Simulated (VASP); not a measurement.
Data:

```yaml
crystal:
  lattice:
    - [0.00000, 2.82761, 2.82761]
    - [2.82761, 0.00000, 2.82761]
    - [2.82761, 2.82761, 0.00000]
  atoms:
    - { symbol: Sn, position: [0.00000, 0.00000, 0.00000] }
    - { symbol: Te, position: [0.50000, 0.50000, 0.50000] }
```

Method: PBEsol GGA, VASP's PBE PAW potentials (set 64) (plane waves; VASP 6.6.1). Numerical set-up: 500 eV cut-off, 11×11×11 Γ-centred mesh, first-order Methfessel-Paxton smearing of 0.10 eV, potentials Sn_d Te.

Unless said otherwise, spin-orbit coupling is left out, though it shifts the bands of the heavy elements here.

Problem. Estimate the energy per atom (σ→0), pressure, band gap (on the k-mesh) with the smallest direct gap where there is one.

Solution. 
The band gap (on the k-mesh) is none (metal, semimetal or under 0.01 eV) and the energy per atom (σ→0) is -3.565 eV/atom. The pressure is 299.9 kbar.

Total energies compare only between runs with the same potentials, cut-off and functional.

The structure was generated: SnTe was put into the rock salt type (Fm-3m), which need not be its known phase. It was relaxed first under an external pressure of 30 GPa.
